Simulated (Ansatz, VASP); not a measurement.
**Two plane-wave programs on Si3IrRu**

```xyz
5
Lattice="-1.6057 1.6057 6.5758 1.6057 -1.6057 6.5758 1.6057 1.6057 -6.5758" Properties=species:S:1:pos:R:3 pbc="T T T"
Si    0.0000    0.0000   10.5713
Si    0.0000    0.0000    0.0058
Si    0.0000    0.0000    2.5768
Ru    0.0000    0.0000    8.0915
Ir    0.0000    0.0000    5.0578
```

Alike in both runs: functional PBE; k mesh 7 × 7 × 7; occupations gaussian, width 0.2 eV; no spin polarisation.

Ansatz relaxed the structure, and its values are those at the end. VASP's run is a single point on that final structure, the one shown.

|  | VASP | Ansatz |
| --- | --- | --- |
| version | VASP 6.6.1 | Ansatz 0.2.0 |
| potentials or method | VASP PAW PBE potentials, release 64 (Si, Ru_pv, Ir) | scalar-relativistic, plane waves, PAW |
| plane-wave cutoff (eV) | 520 | 420 |
| valence electrons in the cell | 35 | 45 |

```tsv
	VASP	Ansatz	Ansatz less VASP
gap on the k mesh at the Fermi level (eV)	none	none	-
pressure (GPa)	0.4	0.2	-0.21
rms of the force components (eV/Å)	0.017	0.014	-0.0036
```

A gap of «none» marks a metal or a gap that the smearing closes. The two sets of potentials don't hold the same shells in valence.

Caveats: the k mesh is coarse (spacing up to 0.40 Å⁻¹), so the values aren't converged. Spin-orbit coupling is left out, which matters for the levels of Ir.
